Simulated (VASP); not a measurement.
```yaml
crystal:
  lattice:
    - [-1.60500, 1.60500, 3.92500]
    - [1.60500, -1.60500, 3.92500]
    - [1.60500, 1.60500, -3.92500]
  atoms:
    - { symbol: Si, position: [0.66500, 0.66500, 0.00000] }
    - { symbol: Si, position: [0.33500, 0.33500, 0.00000] }
    - { symbol: Mo, position: [0.00000, 0.00000, 0.00000] }
```

The base run (VASP): PBE GGA, plane waves, VASP's PBE PAW potentials (set 64). Numerical set-up: 400 eV cut-off, 12×12×12 Γ-centred mesh, first-order Methfessel-Paxton smearing of 0.10 eV, potentials Si Mo_sv.

One setting is varied; ΔE counts from the base run. The base run took about 40 core-seconds. Times come from single runs on busy shared machines, so they are rough: good to a factor of about 2.

```csv
setting,cost over the base run,electronic steps,ΔE (meV/atom)
base run,reference,13,0.0
"AMIX = 0.6, BMIX = 3.0, IMIX = 1",within a factor of 2,20,0.0
"AMIX = 0.1, BMIX = 3.0, IMIX = 1",about 6 times,87,0.0
"AMIX = 0.05, BMIX = 1.0, IMIX = 1",about 7 times,94,0.0
```

Left out are runs that failed, have no time on record or changed the cell.

The compound is MoSi2 in the MoSi2 type structure. The cell was not relaxed at this level.
